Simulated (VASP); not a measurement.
Output of a VASP run:

File OSZICAR:
```
       N       E                     dE             d eps       ncg     rms          rms(c)
DAV:   1     0.304273352420E+03    0.30427E+03   -0.14839E+04   720   0.176E+03
DAV:   2     0.106435653476E+02   -0.29363E+03   -0.28395E+03   814   0.449E+02
DAV:   3    -0.152042671026E+02   -0.25848E+02   -0.25633E+02   856   0.148E+02
DAV:   4    -0.160552461988E+02   -0.85098E+00   -0.84923E+00   808   0.277E+01
DAV:   5    -0.160826913454E+02   -0.27445E-01   -0.27444E-01   816   0.505E+00    0.728E+00
DAV:   6    -0.143805079808E+02    0.17022E+01   -0.91285E+00   930   0.247E+01    0.283E+00
DAV:   7    -0.143624206105E+02    0.18087E-01   -0.42637E-01   724   0.447E+00    0.158E+00
DAV:   8    -0.143562516968E+02    0.61689E-02   -0.10898E-01   720   0.393E+00    0.478E-01
DAV:   9    -0.143543508981E+02    0.19008E-02   -0.20036E-02   792   0.105E+00    0.107E-01
DAV:  10    -0.143559174029E+02   -0.15665E-02   -0.23152E-03   720   0.557E-01    0.329E-02
DAV:  11    -0.143559019353E+02    0.15468E-04   -0.15985E-04   788   0.165E-01    0.194E-02
DAV:  12    -0.143559175263E+02   -0.15591E-04   -0.78372E-05   832   0.955E-02    0.105E-02
DAV:  13    -0.143559173699E+02    0.15640E-06   -0.27302E-05   744   0.606E-02    0.451E-03
DAV:  14    -0.143559171873E+02    0.18257E-06   -0.23577E-06   762   0.129E-02    0.699E-04
DAV:  15    -0.143559172217E+02   -0.34377E-07   -0.69041E-08   528   0.248E-03
   1 F= -.14355917E+02 E0= -.14355917E+02  d E =-.418406E-12
```

OUTCAR:
```
------------------------ aborting loop because EDIFF is reached ----------------------------------------
  FORCE on cell =-STRESS in cart. coord.  units (eV):
  Direction    XX          YY          ZZ          XY          YZ          ZX
  --------------------------------------------------------------------------------------
  Total       -1.2634532     -1.2634532     -1.2634532      0.0000000     -0.0000000      0.0000000
  in kB      -36.7395326    -36.7395326    -36.7395326      0.0000000     -0.0000000      0.0000000
  external PRESSURE =     -36.7395326 kB  Pullay stress =       0.0000000 kB
  volume of cell :       55.10
      direct lattice vectors                 reciprocal lattice vectors
     0.000000000  3.020197682  3.020197682    -0.165552077  0.165552077  0.165552077
     3.020197682  0.000000000  3.020197682     0.165552077 -0.165552077  0.165552077
     3.020197682  3.020197682  0.000000000     0.165552077  0.165552077 -0.165552077
 POSITION                                       TOTAL-FORCE (eV/Angst)
 -----------------------------------------------------------------------------------
      0.00000      0.00000      0.00000         0.000000      0.000000      0.000000
      1.51010      1.51010      1.51010         0.000000     -0.000000      0.000000
      4.53030      4.53030      4.53030        -0.000000      0.000000     -0.000000
 -----------------------------------------------------------------------------------
    total drift:                                0.000000     -0.000000      0.000000
  FREE ENERGIE OF THE ION-ELECTRON SYSTEM (eV)
  ---------------------------------------------------
  free  energy   TOTEN  =       -14.3559172217 eV

  energy  without entropy=      -14.3559172217  energy(sigma->0) =      -14.35591722
```
(Selected blocks of OUTCAR.)

File POSCAR:
```
PbF2
1
    0.0000000000     3.0201976816     3.0201976816
    3.0201976816     0.0000000000     3.0201976816
    3.0201976816     3.0201976816     0.0000000000
Pb F
1 2
Direct
  1.0000000000   1.0000000000   1.0000000000
  0.2500000000   0.2500000000   0.2500000000
  0.7500000000   0.7500000000   0.7500000000
```

Task: Write an INCAR and KPOINTS that could have produced this output.

Result: This is not unique; one that fits is the input of the run itself, AM05 GGA, plane waves, VASP's PBE PAW potentials (set 64).

KPOINTS:
```
Automatic mesh
0
Gamma
7 7 7
0 0 0
```

INCAR:
```
LREAL=F   # projection in real space or not
ALGO=Normal   # blocked Davidson
SYSTEM=PbF2
LMAXMIX=4   # l cut-off of mixed one-centre charges
LASPH=T   # aspherical one-centre terms
ENCUT=520   # plane-wave cut-off (eV)
NELM=100   # most electronic steps
LWAVE=F
ISMEAR=0   # Gaussian
GGA=AM   # AM05
PREC=Accurate
EDIFF=1E-7   # SCF stop (eV)
ISIF=2   # forces and stress, cell fixed
SIGMA=0.05   # width (eV)
LCHARG=F
```

POTCAR, in this order: Pb_d F (PBE.64 set). Program: vasp_std.

The compound is PbF2 in the fluorite structure, the β form. This cell is one point of a volume scan, at 1.06 of the reference volume.
